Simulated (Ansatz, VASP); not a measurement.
# CoICl (1T-CoClI monolayer): VASP beside Ansatz

Aim: how closely do two programs agree when they are given the same cell, functional and k mesh? The structure shown is the start of the Ansatz relaxation below; VASP solves that cell, so the two are compared at the walk's first step.

Main program and level: Ansatz 0.2.0; plane waves, with VASP 6.6.1 beside it; single point at PBE with D3(BJ).

## (1) Set-up

The cell holds 3 atoms: 1 I, 1 Co and 1 Cl. Its edges and angles: a = 3.585 Å, b = 3.585 Å, c = 35.979 Å, α = 90.0°, β = 90.0°, γ = 120.0°. Vacuum lies along c.

## (2) Ansatz: relaxation, PBE with D3(BJ)

Ansatz runs on its PAW soft_1 files.

The two programs are compared at the cell with which this relaxation starts, whose forces are those of its first step.

Contents of input.yaml:

```yaml
crystal:
  lattice:
    - [3.585201, 0.0, 0.0]
    - [-1.7926005, 3.1048751437, 0.0]
    - [0.0, 0.0, 35.9793226425]
  atoms:
    - { symbol: I, position: [0.6666666667, 0.3333333333, 0.4655451734] }
    - { symbol: Co, position: [0.0, 0.0, 0.5095953483], spin: 3.0 }
    - { symbol: Cl, position: [0.3333333333, 0.6666666667, 0.5344548266] }
  periodic: [true, true, false]
magnetization:
  spin_polarized: true
kpoints:
  mp_grid: { grid: [12, 12, 1] }
hamiltonian:
  xc: pbe
  dispersion: d3bj
  pseudopotentials: { kind: paw, azcp: { folder: soft_1 } }
scf:
  occupations: { method: fermi_dirac, width: 0.05 }
  convergence: { dr2_threshold: 1.0e-09 }
relax:
  f_tol: 0.004
  max_steps: 90
  cell: {}
output:
  write_potential: true
  write_density: true
  volumetric_format: npy
```

Launch:

```bash
$ ansatz run input.yaml --threads 2 --pin off --max-ram 3072MiB --backend cpu --events-out ev --progress --plain --runs-dir out
```

Numbers of over 12 decimals in the logs are rounded to 6 here.

Output:

```text
Warning: relax.cell: scf.convergence.dr2_threshold = 1e-9 eV is looser than the 1.92636787939e-10 eV advised for a relaxation that steers and ends on the stress (1e-10 eV for each atom of the cell: 3, times the square of relax.cell.stress_2d_tol = 0.05 N/m over 12.5 Å (the atoms' height at the walk's start and 5 Å past either face), 4.007e-2 GPa, over a crystal's default 0.05). What an SCF threshold leaves in a stress goes as its square root, and in the free energy as the threshold itself, and one threshold admits the most on a small cell: [figures from the program's tests cut] Set scf.convergence.dr2_threshold to 1.92636787939e-10 eV or tighter. [rest of the remark cut]
Engine: ansatz 0.2.0, aarch64-unknown-linux-gnu
Pseudopotentials: kind: paw
Pseudopotential: I, paw, valence charge 17, recommended cutoff 420 eV (normal), soft_1/I.paw.azcp
Pseudopotential: Co, paw, valence charge 17, recommended cutoff 420 eV (normal), soft_1/Co.paw.azcp
Pseudopotential: Cl, paw, valence charge 7, recommended cutoff 420 eV (normal), soft_1/Cl.paw.azcp
Functional definition: PBE
  parameter kappa = 0.804
  parameter beta = 0.066725
  exchange = pbe_x(kappa = kappa, mu = beta*pi^2/3)
  correlation = pbe_c(beta = beta)
Crystal: 3 atoms, lattice volume = 400.507 Å³
Basis set: ecut = 420 eV, 7699 PW (Γ), exchange–correlation on 48×48×486 points (8 copies of the dense FFT grid, shifted against one another)
Bands: 27, of which v1, the nominal top of the filled ones, is band 21 counted from 1 (20 counted from 0)
Symmetry: 6 space group operations
Space group: P3m1 (ITA 156), of the structure as read, at distance tolerance 7.4e-5 Å
Magnetic group: BNS 156.49 (UNI 1279), of the structure as read, at distance tolerance 7.4e-5 Å
k-points: 19 of 144 (time reversal used)
Non-local potential: I, projectors of the file, l = 0: 2, l = 1: 2, l = 2: 2, l = 3: 1
Non-local potential: Co, projectors of the file, l = 0: 3, l = 1: 2, l = 2: 3, l = 3: 1
Non-local potential: Cl, projectors of the file, l = 0: 2, l = 1: 2, l = 2: 1
PAW form: soft (Blöchl's): semilocal exchange-correlation on the pseudo side does not see the compensation charge
PAW one-centre angular grid: I, 590 points (default); XC on 64 Gauss nodes
PAW one-centre angular grid: Co, 590 points (default); XC on 64 Gauss nodes
PAW one-centre angular grid: Cl, 110 points (default); XC on 64 Gauss nodes
Initial density: superposition of atomic densities (neutral atoms: chi_scale 0, normalization atom)
Starting moments: Σ|m| = 3 μB on 1 of 3 sites
Initial wavefunctions: pseudopotential atomic-orbital guess
Functional: x = pbe(κ = 0.804, μ = 0.219515), c = pbe(β = 0.066725)
iter 1 solved again at ethr=1.37e-3 eV; its pass at ethr=3.10e-3 eV (dr2=5.61e-1 eV) is discarded
SCF iter   1: F=—  HF=-13717.941998 eV  |F-HF|=—  |Δ(HF+E_count)|=         —  Δρ=1.19e-2 (↑5.91e-3 ↓1.19e-2)  dr2=5.66e-1  dr2_m=1.57e-1  M=2.925 μB ∫|m|=2.932 μB  β_m=0.30  ethr=1.37e-3  ⟨swp⟩=1.3  Hψ=11269  notcnv=0
Mixer restart at iter 1: flushing history
preconditioner: auto → LDOS  [metal: Δε(μ)=0.043 eV  Ē_g=10.551 eV  σ=0.050 eV  W_gap=0.21  n_scr=20 (ndim 8)  ℏωp=8.9 eV  f_vac=0.819  D(μ)=3.84/eV (n_scr^D=14)]
spin=Collinear: LDOS preconditioning applied to the charge; magnetization (m = ρ↑ − ρ↓) channel mixes plain (no charge-response kernel on spin).
SCF iter   2: F=—  HF=-13718.454392 eV  |F-HF|=—  |Δ(HF+E_count)|=   5.12e-1  Δρ=9.36e-3 (↑4.60e-3 ↓9.36e-3)  dr2=1.87e-1  dr2_m=1.32e-1  M=2.866 μB ∫|m|=2.875 μB  β_m=0.63  ethr=1.37e-3  ⟨swp⟩=4.8  Hψ=2350  notcnv=0  defer=17
SCF iter   3: F=—  HF=-13719.476647 eV  |F-HF|=—  |Δ(HF+E_count)|=         —  Δρ=2.13e-2 (↑1.80e-2 ↓2.13e-2)  dr2=3.05e-1  dr2_m=1.39e0  M=1.775 μB ∫|m|=1.864 μB  β_m=0.63  ethr=4.56e-4  ⟨swp⟩=5.3  Hψ=2809  notcnv=0  defer=56
SCF iter   4: F=—  HF=-13719.574155 eV  |F-HF|=—  |Δ(HF+E_count)|=   9.75e-2  Δρ=1.28e-2 (↑1.23e-2 ↓1.28e-2)  dr2=9.47e-2  dr2_m=5.69e-1  M=1.458 μB ∫|m|=1.570 μB  β_m=0.82  ethr=4.56e-4  ⟨swp⟩=4.5  Hψ=2301  notcnv=0  defer=54
SCF iter   5: F=—  HF=-13719.561860 eV  |F-HF|=—  |Δ(HF+E_count)|=   1.23e-2  Δρ=2.63e-3 (↑2.63e-3 ↓1.39e-3)  dr2=3.31e-2  dr2_m=7.35e-3  M=1.050 μB ∫|m|=1.150 μB  β_m=0.85  ethr=2.31e-4  ⟨swp⟩=5.8  Hψ=2746  notcnv=0  defer=49
[...]
SCF iter   9: F=-13720.010173 eV  HF=-13720.010173 eV  |F-HF|=6.08e-10  |Δ(HF+E_count)|=   2.20e-9  Δρ=1.47e-7 (↑6.07e-8 ↓1.47e-7)  dr2=7.03e-10  dr2_m=2.20e-11  M=2.829 μB ∫|m|=2.868 μB  β_m=1.00  ethr=1.00e-12  ⟨swp⟩=9.2  Hψ=6521  notcnv=0  κ⁻¹=1.0e0(r=1)
iter 10 met the thresholds in force, and the SCF goes on: an eigenvalue changes by 0.11 meV, over its tolerance of 0.06 meV (output.eigenvalues, Limitations)
SCF iter  10: F=-13720.010173 eV  HF=-13720.010173 eV  |F-HF|=2.35e-10  |Δ(HF+E_count)|=    0.00e0  Δρ=1.92e-7 (↑5.15e-8 ↓1.92e-7)  dr2=3.97e-10  dr2_m=4.60e-11  M=2.829 μB ∫|m|=2.868 μB  β_m=1.00  ethr=1.00e-12  ⟨swp⟩=7.2  Hψ=5846  notcnv=0  κ⁻¹=3.9e-2(r=2)
SCF iter  11: F=-13720.010173 eV  HF=-13720.010173 eV  |F-HF|=4.18e-11  |Δ(HF+E_count)|=  2.00e-11  Δρ=3.38e-8 (↑2.09e-8 ↓3.38e-8)  dr2=5.77e-12  dr2_m=2.44e-12  M=2.829 μB ∫|m|=2.868 μB  ethr=1.00e-12  ⟨swp⟩=7.3  Hψ=5556  notcnv=0
WARN: dispersion: an atom stands within reach of a switch of its C6 between two reference coordination numbers of its element: through that C6 alone, e_disp changes by 0.025 eV or more while the distances to its neighbours run over a stretch of 0.05 Å that contains this geometry (sites counted from 0 in the run's list of atoms or, in a supercell that it derives, in that cell's: here a list of 3) — site 1 (Co): coordination number 5.083 (about 4.79 to 5.38 with every neighbour 0.05 Å farther or nearer), switch near 5.352 between the references 2.926 (weight 1.00) and 7.779 (weight 0.00), e_disp changing by some 0.03 eV. [rest of the remark cut]
SCF 8 converged in 11 iterations: F = -13720.010173 eV  dr2 = 5.77e-12
relax step   8: F+E_penalty+E_count = -13720.01017344 eV  Δ(F+E_penalty+E_count) = -1.505e-3 eV  max|allowed force component| = 8.866e-4 eV/Å  Δτ_max = 0.0000 Å  P = -0.003 N/m  Ω = 435.126 Å³  fix = [c, alpha, beta]  reactions: c -0.000 N/m  stress off target by 3.14e-3 N/m on what of the cell is left free  SCF on the basis re-selected at this cell (its energy is not comparable with the rows above)  (11 SCF iters)
basis re-selected at this cell: Δ(F+E_penalty+E_count) = -1.505e-3 eV, ΔP = -0.002 N/m vs the last step (what re-selecting the basis moved, of the pressure what is left beyond the Pulay correction that the steps carried, after the strain that the cell walked since its last selection, with what the two solves' SCF thresholds leave and, on support functions, any second-order correction that the steps lacked; it is no measure of the basis error at this ecutwfc). The dense FFT grid was sized anew with the basis: this SCF ran on 25×25×243 points, the steps before it on 24×24×243, so part of this shift can come from that change (see relax.cell in the input reference). [rest of the remark cut]
WARN: The output density's exchange-correlation potential varies sharply where the density is thin. Do not read a vacuum level from v_tot or v_xc, or from such a field of the output density. On a cell that repeats whose density bears no net charge and no dipole along the vacuum's axis use v_es (v_loc + v_h of the components); under efield.dipole_correction with no amplitude use v_es + v_field, which holds any externa [...]
SCF converged after 11 iterations
an eigenvalue changed by more than its tolerance at an iteration that met the thresholds in force, so the SCF went on 4 times, its first undamped step at iteration 8: the last check found none over its tolerance
Magnetization: 2.8293 μB (21.9147 up, 19.0853 down)
Absolute magnetization: 2.8673 μB (∫|ρ↑−ρ↓|, with the PAW one-centre terms)
Spin contamination: 0.0287 ħ² per cell (⟨S²⟩ above its minimum at these occupations)
Per-site moments (μB) at R_I (Å): [(0.153887, 1.130212), (2.334151, 1.014794), (0.148589, 1.014794)]
Free energy (F): -13720.010173 eV
Harris-Foulkes:  -13720.010173 eV  (|F-HF|=4.18e-11)
Internal energy: -13719.992895 eV  (E = F + TS)
E sigma→0 (E₀):  -13720.001534 eV
Entropy (-TS):   -0.017278 eV (-5.759 meV/atom)
Fermi energy:    -5.449917 eV
--- Per-component energies (eV) ---
  E_band       = -1321.252394
  E_kinetic    = 600.330985
  E_local      = -101836.935590  (includes V_loc(G=0)·N_el)
  E_nonlocal   = 588.107612
  E_hartree    = 50282.076916
  E_xc         = -304.498774
  E_vxc        = -342.018079  (∫ρ·V_xc dr)
  E_paw        = -7020.107535  (= ΣΔE_a)
  E_vpaw       = -894.888499  (= ΣTr[D̂ρ^β])
  E_aug_tail   = -0.002390  (compensation charges beyond the density's cutoff)
  E_ewald      = 43971.689512
  E_disp       = -0.653632  (pairwise vdW)
  E_smearing   = -0.017278  (= −TS)
  E_closure    = -0.000000  (closes the sum)
  Σ components = -13720.010173   (vs F -13720.010173, Δ=0.00e0)
--- Forces (eV/Å), atoms counted from 1 ---
  atom   1  I      0.00000000    -0.00000000     0.00088639
  atom   2  Co     0.00000000    -0.00000000    -0.00005124
  atom   3  Cl     0.00000000     0.00000000    -0.00083581
  max |Σ_I F_I| component: 6.64e-7 eV/Å
--- 2D stress c σ (N/m, compression-positive) ---
       -0.003135       0.000000      -0.000000
        0.000000      -0.003135      -0.000000
       -0.000000      -0.000000      -0.000000
  P = ½ c Tr σ = -0.0031 N/m
--- Band table (eV; the first three rows and the last of 38) ---
  k-point 0 ↑: bands = [... 17 lower, -7.6079, -7.0148, -7.0148, -5.2419, -5.2419, -2.0698, -0.7481, -0.1200, ... 2 higher]
  k-point 1 ↑: bands = [... 17 lower, -7.5907, -7.0482, -6.9926, -5.6050, -5.3143, -1.8428, -0.6181, 0.0634, ... 2 higher]
  k-point 2 ↑: bands = [... 17 lower, -7.5127, -7.0851, -6.9835, -6.3032, -5.4772, -1.3130, -0.3878, 0.1790, ... 2 higher]
  k-point 18 ↓: bands = [... 17 lower, -5.8749, -5.7301, -5.4362, -4.5423, -4.0335, -0.7011, 0.9865, 1.9509, ... 2 higher]
  the weakly bound empty levels are not read free of the cell's end (no_gap_told)
--- Relaxed structure (7 steps of the walk, 7 accepted, 1 SCFs on fresh bases) ---
  F+E_penalty+E_count = -13720.01017344 eV   max|allowed force component| = 8.866e-4 eV/Å   (the final SCF, on the basis selected at the relaxed cell)
  cell:  # Å, volume = 435.1263 Å³
    - [3.736938, 0.0, 0]
    - [-1.868469, 3.236283, 0]
    - [0, 0, 35.9793226425]
  atoms:
    - { symbol: I, position: [0.666667, 0.333333, 0.460954] }
    - { symbol: Co, position: [0, 0, 0.507894] }
    - { symbol: Cl, position: [0.333333, 0.666667, 0.540747] }
```

The column dr2 measures how far the density is from self-consistency, as an energy; F and HF (Harris–Foulkes) agree once it is small.

(Part 1 of 2 ends here.)

[Lines on the potential files, build, host, timing and source positions are cut from VASP's logs without a mark.]

[Logs are printed without paths, hosts, clocks, repeated set-up lines and the standing remarks that a program may print on its own settings, such as how far it seeks lower states.]

[Hosts, paths, dates, database ids (printed as entryN), source tags and the programs' standing remarks are cut or masked in the printed files.]
